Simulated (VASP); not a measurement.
Level of theory: AM05 GGA, VASP's PBE PAW potentials (set 64) (plane waves; VASP).

A VASP calculation is set up with these files.

File KPOINTS:
```
K-points
0
G
 9 9 9
```

### INCAR
```
SYSTEM = InAs
PREC = Accurate; ENCUT = 520; LREAL = .False.
LASPH = .True.
EDIFF = 1E-6; NELM = 100; ALGO = Normal
LMAXMIX = 4
ISMEAR = 1; SIGMA = 0.1
GGA = AM
IBRION = 2; NSW = 60; ISIF = 3
EDIFFG = -0.01
LWAVE = .False.; LCHARG = .False.
```

File POSCAR:
```
InAs
1.0
  0.0000000000   3.0523106203   3.0523106203
  3.0523106203   0.0000000000   3.0523106203
  3.0523106203   3.0523106203   0.0000000000
In As
1 1
Cart
  0.0000000000   0.0000000000   0.0000000000
  1.5261553102   1.5261553102   1.5261553102
```

POTCAR, in this order: In_d As (PBE.64 set). Program: vasp_std.

The resulting files:

### OSZICAR
```
       N       E                     dE             d eps       ncg     rms          rms(c)
DAV:   1     0.113177890938E+03    0.11318E+03   -0.85405E+03   910   0.146E+03
DAV:   2     0.415871433274E+00   -0.11276E+03   -0.10949E+03   930   0.323E+02
DAV:   3    -0.800583835533E+01   -0.84217E+01   -0.83600E+01  1213   0.914E+01
DAV:   4    -0.823459054295E+01   -0.22875E+00   -0.22862E+00  1039   0.168E+01
DAV:   5    -0.824518648907E+01   -0.10596E-01   -0.10596E-01  1327   0.326E+00    0.420E+00
DAV:   6    -0.799630363315E+01    0.24888E+00   -0.44698E-01  1349   0.130E+01    0.233E+00
DAV:   7    -0.797188977885E+01    0.24414E-01   -0.13330E-01  1277   0.375E+00    0.667E-01
DAV:   8    -0.797280902238E+01   -0.91924E-03   -0.14194E-02  1045   0.168E+00    0.207E-01
DAV:   9    -0.797375612211E+01   -0.94710E-03   -0.16325E-03  1080   0.450E-01    0.119E-01
DAV:  10    -0.797393019995E+01   -0.17408E-03   -0.22449E-04  1140   0.181E-01    0.793E-02
DAV:  11    -0.797401018835E+01   -0.79988E-04   -0.24369E-04   995   0.151E-01    0.517E-02
DAV:  12    -0.797400942921E+01    0.75913E-06   -0.10984E-05   985   0.264E-02    0.151E-02
DAV:  13    -0.797400987327E+01   -0.44405E-06   -0.28233E-06  1070   0.116E-02
   1 F= -.79740099E+01 E0= -.79740929E+01  d E =-.797401E+01
```

OUTCAR:
```
------------------------ aborting loop because EDIFF is reached ----------------------------------------
  FORCE on cell =-STRESS in cart. coord.  units (eV):
  Direction    XX          YY          ZZ          XY          YZ          ZX
  --------------------------------------------------------------------------------------
  Total       -0.0097851     -0.0097851     -0.0097851      0.0000000      0.0000000     -0.0000000
  in kB       -0.2756520     -0.2756520     -0.2756520      0.0000000      0.0000000     -0.0000000
  external PRESSURE =      -0.2756520 kB  Pullay stress =       0.0000000 kB
  volume of cell :       56.87
      direct lattice vectors                 reciprocal lattice vectors
     0.000000000  3.052310620  3.052310620    -0.163810327  0.163810327  0.163810327
     3.052310620  0.000000000  3.052310620     0.163810327 -0.163810327  0.163810327
     3.052310620  3.052310620  0.000000000     0.163810327  0.163810327 -0.163810327
  FREE ENERGIE OF THE ION-ELECTRON SYSTEM (eV)
  ---------------------------------------------------
  free  energy   TOTEN  =        -7.9740098733 eV

  energy  without entropy=       -7.9742589578  energy(sigma->0) =       -7.97409290

 reached required accuracy - stopping structural energy minimisation
```
(Selected blocks of OUTCAR.)

The compound is InAs in the zinc blende structure. It was relaxed first. The start is the result of an earlier pass.
